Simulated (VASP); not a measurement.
These are r2SCAN meta-GGA, VASP's PBE PAW potentials (set 64) (plane waves; VASP) values and carry that method's errors.

VASP ran on this input.

**KPOINTS**
```
Automatic
0
gamma
13 13 13
```

### INCAR
```
SYSTEM  =  Pb
PREC  =  Accurate; ENCUT  =  520; LREAL  =  .False.
LASPH  =  .True.
EDIFF  =  1E-7; NELM  =  100; ALGO  =  Normal
LMAXMIX  =  4; LMIXTAU  =  .True.
ISMEAR  =  1; SIGMA  =  0.1
METAGGA  =  R2SCAN
ISIF  =  2
LWAVE  =  .False.; LCHARG  =  .False.
```

File POSCAR:
```
Pb
3.5622970
  0.0000000000   0.7071067154   0.7071067154
  0.7071067154   0.0000000000   0.7071067154
  0.7071067154   0.7071067154   0.0000000000
Pb
1
Cart
  0.0000000000   0.0000000000   0.0000000000
```

POTCAR, in this order: Pb_d (PBE.64 set). Program: vasp_std.

Output of the run:

OUTCAR:
```
 ion  position               nearest neighbor table
   1  0.000  0.000  0.000-
  LATTYP: Found a face centered cubic cell.
 ALAT       =     5.0378482622
 Subroutine PRICEL returns:
 Original cell was already a primitive cell.
 Subroutine GETGRP returns: Found 48 space group operations
The static configuration has the point symmetry O_h .
The dynamic configuration has the point symmetry O_h .
 Subroutine INISYM returns: Found 48 space group operations
 Subroutine IBZKPT returns following result:
 Found     84 irreducible k-points:

 Following reciprocal coordinates:
            Coordinates               Weight
  0.000000  0.000000  0.000000      1.000000
  0.076923  0.000000  0.000000      8.000000
  0.153846  0.000000  0.000000      8.000000
  0.230769  0.000000  0.000000      8.000000
  0.307692  0.000000  0.000000      8.000000
  0.384615  0.000000  0.000000      8.000000
  0.461538  0.000000  0.000000      8.000000
  0.076923  0.076923  0.000000      6.000000
  0.153846  0.076923  0.000000     24.000000
  0.230769  0.076923  0.000000     24.000000
  0.307692  0.076923  0.000000     24.000000
  0.384615  0.076923  0.000000     24.000000
  0.461538  0.076923  0.000000     24.000000
 -0.461538  0.076923  0.000000     24.000000
 -0.384615  0.076923  0.000000     24.000000
 -0.307692  0.076923  0.000000     24.000000
 -0.230769  0.076923  0.000000     24.000000
 -0.153846  0.076923  0.000000     24.000000
 -0.076923  0.076923  0.000000     12.000000
  0.153846  0.153846  0.000000      6.000000
  0.230769  0.153846  0.000000     24.000000
  0.307692  0.153846  0.000000     24.000000
  0.384615  0.153846  0.000000     24.000000
  0.461538  0.153846  0.000000     24.000000
 -0.461538  0.153846  0.000000     24.000000
 -0.384615  0.153846  0.000000     24.000000
 -0.307692  0.153846  0.000000     24.000000
 -0.230769  0.153846  0.000000     24.000000
 -0.153846  0.153846  0.000000     12.000000
  0.230769  0.230769  0.000000      6.000000
  0.307692  0.230769  0.000000     24.000000
  0.384615  0.230769  0.000000     24.000000
  0.461538  0.230769  0.000000     24.000000
 -0.461538  0.230769  0.000000     24.000000
 -0.384615  0.230769  0.000000     24.000000
 -0.307692  0.230769  0.000000     24.000000
 -0.230769  0.230769  0.000000     12.000000
  0.307692  0.307692  0.000000      6.000000
  0.384615  0.307692  0.000000     24.000000
  0.461538  0.307692  0.000000     24.000000
   k-points           NKPTS =     84   k-points in BZ     NKDIM =     84   number of bands    NBANDS=     11
   number of dos      NEDOS =    301   number of ions     NIONS =      1
   total plane-waves  NPLWV =  21952
   dimension x,y,z NGX =    28 NGY =   28 NGZ =   28
   dimension x,y,z NGXF=    56 NGYF=   56 NGZF=   56
   ions per type =               1
   PREC   = accura    normal or accurate (medium, high low for compatibility)
   ISTART =      0    job   : 0-new  1-cont  2-samecut
   ICHARG =      2    charge: 1-file 2-atom 10-const
   ISPIN  =      1    spin polarized calculation?
   LNONCOLLINEAR =      F non collinear calculations
   LSORBIT =      F    spin-orbit coupling
   INIWAV =      1    electr: 0-lowe 1-rand  2-diag
   ENCUT  =  520.0 eV  38.22 Ry    6.18 a.u.   6.62  6.62  6.62*2*pi/ulx,y,z
   NELM   =    100;   NELMIN=  2; NELMDL= -5     # of ELM steps
   EDIFF  = 0.1E-06   stopping-criterion for ELM
   LREAL  =      F    real-space projection
   NLSPLINE    = F    spline interpolate recip. space projectors
   LMAXMIX     =    4 max onsite mixed and CHGCAR
   VOSKOWN=      0    Vosko Wilk Nusair interpolation
...
```

**OSZICAR**
```
       N       E                     dE             d eps       ncg     rms          rms(c)
DAV:   1     0.514818791102E+02    0.51482E+02   -0.75011E+03  1854   0.149E+03
DAV:   2    -0.548297776444E+02   -0.10631E+03   -0.10432E+03  1908   0.335E+02
DAV:   3    -0.596223514100E+02   -0.47926E+01   -0.47711E+01  2236   0.833E+01
DAV:   4    -0.597394968184E+02   -0.11715E+00   -0.11712E+00  2230   0.143E+01
DAV:   5    -0.597446271857E+02   -0.51304E-02   -0.51302E-02  2362   0.265E+00    0.989E-01
DAV:   6    -0.561589308883E+02    0.35857E+01   -0.15691E+00  2130   0.296E+01    0.736E-01
DAV:   7    -0.562603323971E+02   -0.10140E+00   -0.80699E-02  2082   0.532E+00    0.382E-01
DAV:   8    -0.562227085012E+02    0.37624E-01   -0.95840E-02  1848   0.299E+00    0.912E-02
DAV:   9    -0.562722860761E+02   -0.49578E-01   -0.36308E-02  1878   0.244E+00    0.122E-01
DAV:  10    -0.562722903112E+02   -0.42351E-05   -0.77166E-04  2161   0.286E-01    0.128E-01
DAV:  11    -0.562733812651E+02   -0.10910E-02   -0.37665E-04  1977   0.307E-01    0.946E-02
DAV:  12    -0.562746951349E+02   -0.13139E-02   -0.40079E-03  2136   0.126E+00    0.476E-02
DAV:  13    -0.562746779338E+02    0.17201E-04   -0.11665E-04  1902   0.148E-01    0.419E-02
DAV:  14    -0.562749456230E+02   -0.26769E-03   -0.21347E-04  2052   0.292E-01    0.181E-02
DAV:  15    -0.562749958746E+02   -0.50252E-04   -0.78741E-05  1878   0.930E-02    0.166E-02
DAV:  16    -0.562749909908E+02    0.48838E-05   -0.15110E-05  2190   0.604E-02    0.119E-02
DAV:  17    -0.562749930394E+02   -0.20486E-05   -0.69886E-06  2201   0.509E-02    0.273E-03
DAV:  18    -0.562749977991E+02   -0.47597E-05   -0.33777E-06  1863   0.177E-02    0.243E-03
DAV:  19    -0.562749981978E+02   -0.39863E-06   -0.27557E-07  1965   0.621E-03    0.210E-03
DAV:  20    -0.562749985910E+02   -0.39328E-06   -0.40329E-07  2013   0.119E-02    0.116E-03
DAV:  21    -0.562749986374E+02   -0.46394E-07   -0.46687E-08  1011   0.451E-03
   1 F= -.56274999E+02 E0= -.56274835E+02  d E =-.490691E-03
```

### OUTCAR
```
------------------------ aborting loop because EDIFF is reached ----------------------------------------
  FORCE on cell =-STRESS in cart. coord.  units (eV):
  Direction    XX          YY          ZZ          XY          YZ          ZX
  --------------------------------------------------------------------------------------
  Total       -0.2319110     -0.2319110     -0.2319110      0.0000000      0.0000000     -0.0000000
  in kB      -11.6240302    -11.6240302    -11.6240302      0.0000000      0.0000000     -0.0000000
  external PRESSURE =     -11.6240302 kB  Pullay stress =       0.0000000 kB
  volume of cell :       31.97
      direct lattice vectors                 reciprocal lattice vectors
     0.000000000  2.518924131  2.518924131    -0.198497443  0.198497443  0.198497443
     2.518924131  0.000000000  2.518924131     0.198497443 -0.198497443  0.198497443
     2.518924131  2.518924131  0.000000000     0.198497443  0.198497443 -0.198497443
 POSITION                                       TOTAL-FORCE (eV/Angst)
 -----------------------------------------------------------------------------------
      0.00000      0.00000      0.00000         0.000000      0.000000     -0.000000
 -----------------------------------------------------------------------------------
    total drift:                               -0.000000     -0.000000     -0.000000
  FREE ENERGIE OF THE ION-ELECTRON SYSTEM (eV)
  ---------------------------------------------------
  free  energy   TOTEN  =       -56.2749986374 eV

  energy  without entropy=      -56.2745079463  energy(sigma->0) =      -56.27483507
```
(Selected blocks of OUTCAR.)

OUTCAR:
```
 val. band max:        6.6763958517   @ k =  -0.2308   0.1538   0.0000

 cond. band min:       6.7281450068   @ k =   0.3846   0.2308   0.0769


 Fermi energy:         6.7051622249

 k-point     1 :       0.0000    0.0000    0.0000
  band No.  band energies     occupation
      1     -11.0435      2.00000
      2     -11.0435      2.00000
      3     -11.0435      2.00000
      4     -10.9182      2.00000
      5     -10.9182      2.00000
      6      -5.2922      2.00000
      7      13.9475      0.00000
      8      13.9475      0.00000
      9      13.9475      0.00000
     10      17.0166      0.00000
     11      18.2391      0.00000

 k-point     2 :       0.0769    0.0000    0.0000
  band No.  band energies     occupation
      1     -11.0435      2.00000
      2     -11.0357      2.00000
      3     -11.0357      2.00000
      4     -10.9186      2.00000
      5     -10.9186      2.00000
      6      -5.1789      2.00000
      7      12.6549      0.00000
      8      13.8066      0.00000
      9      13.8066      0.00000
     10      16.6761      0.00000
     11      18.8446      0.00000

 k-point     3 :       0.1538    0.0000    0.0000
  band No.  band energies     occupation
      1     -11.0444      2.00000
      2     -11.0191      2.00000
      3     -11.0191      2.00000
      4     -10.9146      2.00000
      5     -10.9146      2.00000
      6      -4.8397      2.00000
      7      10.3252      0.00000
      8      13.4562      0.00000
      9      13.4562      0.00000
     10      16.2853      0.00000
     11      19.8874      0.00000

 k-point     4 :       0.2308    0.0000    0.0000
  band No.  band energies     occupation
      1     -11.0477      2.00000
      2     -11.0109      2.00000
      3     -11.0109      2.00000
      4     -10.8930      2.00000
      5     -10.8930      2.00000
      6      -4.2795      2.00000
      7       7.9565     -0.00000
      8      13.0293      0.00000
      9      13.0293      0.00000
...
```

Unless said otherwise, spin-orbit coupling is left out, though it shifts the bands of the heavy elements here.

The compound is Pb in the fcc structure. This cell is one point of a volume scan, at 1.03 of the reference volume.
